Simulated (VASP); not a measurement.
Input:

```yaml
crystal:
  lattice:
    - [1.77392, -3.07251, 0.00000]
    - [1.77392, 3.07251, 0.00000]
    - [0.00000, 0.00000, 5.44733]
  atoms:
    - { symbol: Ho, position: [0.33333, 0.66667, 0.25000] }
    - { symbol: Ho, position: [0.66667, 0.33333, 0.75000] }
```

All values below come from PBEsol GGA, VASP's PBE PAW potentials (set 64) (plane waves; VASP 6.6.1). Numerical set-up: 530 eV cut-off, 11×11×6 Γ-centred mesh, first-order Methfessel-Paxton smearing of 0.10 eV, potentials Ho_3.

The 4f electrons are frozen in the core of the lanthanide potential, so 4f levels, which can set the real gap, and their magnetism are missing. Finite-difference elastic constants of metals are sensitive to mesh and smearing; shear constants can be off by tens of GPa.

Give the elastic stiffness tensor with the ions relaxed (GPa, in the frame of the cell).

|  | xx | yy | zz | yz | xz | xy |
|---|---|---|---|---|---|---|
| xx | 86.5 | 25.1 | 26.6 | 0.0 | 0.0 | 0.0 |
| yy | 25.1 | 86.5 | 26.6 | 0.0 | 0.0 | 0.0 |
| zz | 26.6 | 26.6 | 93.0 | 0.0 | 0.0 | 0.0 |
| yz | 0.0 | 0.0 | 0.0 | 32.6 | 0.0 | 0.0 |
| xz | 0.0 | 0.0 | 0.0 | 0.0 | 32.6 | 0.0 |
| xy | 0.0 | 0.0 | 0.0 | 0.0 | 0.0 | 30.7 |

Estimate the Hill bulk modulus, Hill shear modulus, Young's modulus, Poisson's ratio.

| Quantity | Result |
|---|---|
| Hill bulk modulus | 46.9 GPa |
| Hill shear modulus | 31.7 GPa |
| Young's modulus | 775 kbar |
| Poisson's ratio | 0.225 |

The compound is Ho in the hcp structure. It was relaxed first.
